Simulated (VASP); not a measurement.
All values below come from AM05 GGA, VASP's PBE PAW potentials (set 64) (plane waves; VASP).

VASP input:

KPOINTS:
```
kpoints
0
Gamma
11 11 11
0 0 0
```

**INCAR**
```
SYSTEM  =  Ge
PREC  =  Accurate; ENCUT  =  520; LREAL  =  .FALSE.
LASPH  =  .TRUE.
EDIFF  =  1E-7; NELM  =  100; ALGO  =  Normal
LMAXMIX  =  4
ISMEAR  =  1; SIGMA  =  0.1
GGA  =  AM
ISIF  =  2
LWAVE  =  .FALSE.; LCHARG  =  .FALSE.
```

POSCAR:
```
Ge
1
    0.0000000000     2.8379189235     2.8379189235
    2.8379189235     0.0000000000     2.8379189235
    2.8379189235     2.8379189235     0.0000000000
Ge
2
Direct
  0.0000000000   0.0000000000   1.0000000000
  0.2500000000   0.2500000000   0.2500000000
```

POTCAR, in this order: Ge_d (PBE.64 set). Program: vasp_std.

What VASP printed:

### OUTCAR
```
 ion  position               nearest neighbor table
   1  0.000  0.000  0.000-   2 2.46   2 2.46   2 2.46   2 2.46
   2  0.250  0.250  0.250-   1 2.46   1 2.46   1 2.46   1 2.46
  LATTYP: Found a face centered cubic cell.
 ALAT       =     5.6758378470
 Subroutine PRICEL returns:
 Original cell was already a primitive cell.
 Subroutine GETGRP returns: Found 48 space group operations
The static configuration has the point symmetry T_d .
 The point group associated with its full space group is O_h .
The dynamic configuration has the point symmetry T_d .
 Subroutine INISYM returns: Found 48 space group operations
 Subroutine IBZKPT returns following result:
 Found     56 irreducible k-points:

 Following reciprocal coordinates:
            Coordinates               Weight
  0.000000  0.000000  0.000000      1.000000
  0.090909  0.000000  0.000000      8.000000
  0.181818  0.000000  0.000000      8.000000
  0.272727  0.000000  0.000000      8.000000
  0.363636  0.000000  0.000000      8.000000
  0.454545  0.000000  0.000000      8.000000
  0.090909  0.090909  0.000000      6.000000
  0.181818  0.090909  0.000000     24.000000
  0.272727  0.090909  0.000000     24.000000
  0.363636  0.090909  0.000000     24.000000
  0.454545  0.090909  0.000000     24.000000
 -0.454545  0.090909  0.000000     24.000000
 -0.363636  0.090909  0.000000     24.000000
 -0.272727  0.090909  0.000000     24.000000
 -0.181818  0.090909  0.000000     24.000000
 -0.090909  0.090909  0.000000     12.000000
  0.181818  0.181818  0.000000      6.000000
  0.272727  0.181818  0.000000     24.000000
  0.363636  0.181818  0.000000     24.000000
  0.454545  0.181818  0.000000     24.000000
 -0.454545  0.181818  0.000000     24.000000
 -0.363636  0.181818  0.000000     24.000000
 -0.272727  0.181818  0.000000     24.000000
...
```

**OSZICAR**
```
       N       E                     dE             d eps       ncg     rms          rms(c)
DAV:   1     0.164003229593E+03    0.16400E+03   -0.15512E+04  2080   0.422E+03
DAV:   2     0.113335168750E+02   -0.15267E+03   -0.15037E+03  2016   0.543E+02
DAV:   3    -0.885843590950E+01   -0.20192E+02   -0.20016E+02  2244   0.147E+02
DAV:   4    -0.949909353810E+01   -0.64066E+00   -0.63933E+00  2308   0.301E+01
DAV:   5    -0.950956141084E+01   -0.10468E-01   -0.10466E-01  2274   0.395E+00    0.325E+00
DAV:   6    -0.943130228205E+01    0.78259E-01   -0.29828E-02  2478   0.235E+00    0.190E+00
DAV:   7    -0.939079575492E+01    0.40507E-01   -0.64334E-02  2094   0.275E+00    0.166E-01
DAV:   8    -0.939309205446E+01   -0.22963E-02   -0.95027E-03  2394   0.160E+00    0.460E-02
DAV:   9    -0.939319158127E+01   -0.99527E-04   -0.56922E-04  2472   0.471E-01    0.239E-02
DAV:  10    -0.939326304587E+01   -0.71465E-04   -0.13427E-04  2186   0.736E-02    0.664E-03
DAV:  11    -0.939326484339E+01   -0.17975E-05   -0.70199E-06  2414   0.399E-02    0.250E-03
DAV:  12    -0.939326520998E+01   -0.36659E-06   -0.13098E-06  2036   0.117E-02    0.492E-04
DAV:  13    -0.939326517852E+01    0.31461E-07   -0.32131E-08  1806   0.210E-03
   1 F= -.93932652E+01 E0= -.93932856E+01  d E =0.613158E-04
```

**OUTCAR**
```
------------------------ aborting loop because EDIFF is reached ----------------------------------------
  FORCE on cell =-STRESS in cart. coord.  units (eV):
  Direction    XX          YY          ZZ          XY          YZ          ZX
  --------------------------------------------------------------------------------------
  Total        0.0209077      0.0209077      0.0209077      0.0000000      0.0000000      0.0000000
  in kB        0.7328009      0.7328009      0.7328009      0.0000000      0.0000000      0.0000000
  external PRESSURE =       0.7328009 kB  Pullay stress =       0.0000000 kB
  volume of cell :       45.71
      direct lattice vectors                 reciprocal lattice vectors
     0.000000000  2.837918924  2.837918924    -0.176185442  0.176185442  0.176185442
     2.837918924  0.000000000  2.837918924     0.176185442 -0.176185442  0.176185442
     2.837918924  2.837918924  0.000000000     0.176185442  0.176185442 -0.176185442
 POSITION                                       TOTAL-FORCE (eV/Angst)
 -----------------------------------------------------------------------------------
      0.00000      0.00000      0.00000        -0.000000     -0.000000     -0.000000
      1.41896      1.41896      1.41896         0.000000      0.000000      0.000000
 -----------------------------------------------------------------------------------
    total drift:                                0.000000      0.000000      0.000000
  FREE ENERGIE OF THE ION-ELECTRON SYSTEM (eV)
  ---------------------------------------------------
  free  energy   TOTEN  =        -9.3932651785 eV

  energy  without entropy=       -9.3933264943  energy(sigma->0) =       -9.39328562
```
(Selected blocks of OUTCAR.)

The compound is Ge in the diamond structure. It was relaxed first.
